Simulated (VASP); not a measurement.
An input for Ansatz (written as the equivalent of a VASP run, and not itself run):

Ansatz 0.2 input:
```yaml
crystal:
  lattice:
    - [0.0000000, 3.1264604, 3.1264604]
    - [3.1264604, 0.0000000, 3.1264604]
    - [3.1264604, 3.1264604, 0.0000000]
  atoms:
    - { symbol: Na, position: [0.0000000, 0.0000000, 0.0000000] }
    - { symbol: I, position: [0.5000000, 0.5000000, 0.5000000] }
kpoints:
  mp_grid: { grid: [7, 7, 7] }
hamiltonian:
  xc: lda
  pseudopotentials: { kind: paw }
scf:
  occupations: { method: gaussian, width: 0.05 }
  max_iter: 100
relax:
  max_steps: 40
  f_tol: 0.02
  cell: {}
output: { forces: true, stress: true, eigenvalues: true }
```

Q: Translate this input to VASP (INCAR, KPOINTS, POSCAR, choice of POTCAR).

A: This is not unique; one that fits is 
### KPOINTS
```
Regular mesh
0
G
7 7 7
```

POSCAR:
```
NaI
1
    0.0000000000     3.1264603786     3.1264603786
    3.1264603786     0.0000000000     3.1264603786
    3.1264603786     3.1264603786     0.0000000000
Na I
1 1
Direct
  0.0000000000   0.0000000000   0.0000000000
  0.5000000000   0.5000000000   0.5000000000
```

### INCAR
```
SYSTEM = NaI
PREC = Accurate; ENCUT = 500; LREAL = F
LASPH = T
EDIFF = 1E-6; NELM = 100; ALGO = Normal
LMAXMIX = 4
ISMEAR = 0; SIGMA = 0.05
IBRION = 2; NSW = 40; ISIF = 3
EDIFFG = -0.02
LWAVE = F; LCHARG = F
```

POTCAR, in this order: Na_pv I (LDA.64 set). Program: vasp_std.

Limits of the translation: each code has its own PAW files, so the cut-off isn't converted (ENCUT is set for VASP's; basis.ecutwfc is left out, and Ansatz then takes the one that its files recommend); Ansatz stops its SCF on the density residual and VASP on the energy change (EDIFF); Ansatz's lda is the Perdew-Wang form, while the LDA potentials of VASP carry Perdew-Zunger's.

The compound is NaI in the rock salt structure. It was relaxed first, which changed the volume by -10 %.
